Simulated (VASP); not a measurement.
CoO: relaxation of cell and atoms with PBE+U

CoO:

```
Co O
1.0
     0.00000    2.13150    2.13150
     2.13150    0.00000    2.13150
     2.13150    2.13150    0.00000
Co O
1 1
Direct
  0.00000 0.00000 0.00000
  0.50000 0.50000 0.50000
```

* Program: VASP 6.6.1
* Task: relaxation of cell and atoms
* Functional: PBE
* Potentials or basis: VASP PAW PBE potentials, release 64 (Co, O)
* Cutoff: 600 eV
* k mesh: 12 × 12 × 12
* Occupations: gaussian, width 0.03 eV
* Spin: collinear spin, ferromagnetic start
* Starting moments: [3.0, 0.0] μB
* Hubbard terms: Co d U = 3.3 eV
* Further INCAR settings: ALGO = Normal; EDIFF = 1e-06; AMIX = 0.2; BMIX = 0.0001; IBRION = 2; EDIFFG = -0.01; NSW = 90; ISIF = 3

```json
{"Relaxed volume": "9.55 Å³/atom", "Relaxed cell": "a = 3.001 Å, b = 3.001 Å, c = 3.001 Å, α = 60.00°, β = 60.00°, γ = 60.00°", "Space group after relaxing (to 0.05 Å)": "Fm-3m (No. 225)", "Energy gained by relaxing": "1.0 meV/atom", "Ionic steps": "3", "Pressure after relaxing": "0.0 GPa", "Band gap on the k mesh": "none (metal or under the smearing width)", "Net moment": "3.00 μB per cell", "Site moments": "Co +2.73; O +0.26 μB", "Valence electrons inside the program's atomic spheres": "Co 7.82; O 5.00"}
```

The path:
```
step  energy change (eV)  largest force (eV/Å)  pressure (GPa)  volume (Å³)
   1              0.0000                0.0000           -2.40        19.37
   2             -0.0014                0.0000            1.44        18.96
   3             -0.0020                0.0000           -0.05        19.11
```

Final structure:
```yaml
crystal:
  lattice:
    - [0.00000, 2.12189, 2.12189]
    - [2.12189, 0.00000, 2.12189]
    - [2.12189, 2.12189, 0.00000]
  atoms:
    - { symbol: Co, position: [0.00000, 0.00000, 0.00000] }
    - { symbol: O, position: [0.50000, 0.50000, 0.50000] }
```

Levels at points of the mesh, in eV from the Fermi level:
Spin up:
| k point | band 5 | band 6 | band 7 | band 8 | band 9 | band 10 | band 11 | band 12 | band 13 |
| --- | --- | --- | --- | --- | --- | --- | --- | --- | --- |
| (0.00, 0.00, 0.00) | -4.19 | -4.19 | -2.45 | -2.45 | -2.45 | 1.64 | 17.47 | 17.82 | 17.82 |
| (0.50, 0.00, 0.00) | -3.54 | -3.54 | -2.63 | -0.14 | -0.14 | 5.67 | 10.01 | 14.03 | 14.03 |
| (0.50, 0.50, 0.00) | -3.70 | -3.70 | -3.69 | -3.25 | -3.25 | 6.42 | 10.55 | 11.45 | 16.45 |
Spin down:
```tsv
k point	band 4	band 5	band 6	band 7	band 8	band 9
(0.00, 0.00, 0.00)	-1.96	-1.16	-1.16	-1.16	1.73	1.73
(0.50, 0.00, 0.00)	-3.81	-0.11	-0.11	0.21	4.16	4.16
(0.50, 0.50, 0.00)	-3.24	-2.24	0.05	0.05	2.23	2.65
```

Eigenvalues of the final occupation matrices:
```csv
site,spin,trace,eigenvalues
site 1 d,1,4.93,0.97 0.97 0.97 1.01 1.01
site 1 d,2,2.24,0.14 0.14 0.65 0.65 0.65
```

Run time: 28 s on 1 thread of Intel(R) Xeon(R) 6975P-C (Granite Rapids) (shared host), peak memory 0.17 GiB.

Caveat: a cell with one magnetic atom can't hold antiferromagnetic order, which such compounds often take. The state reached can hang on the start; a lower one may exist.
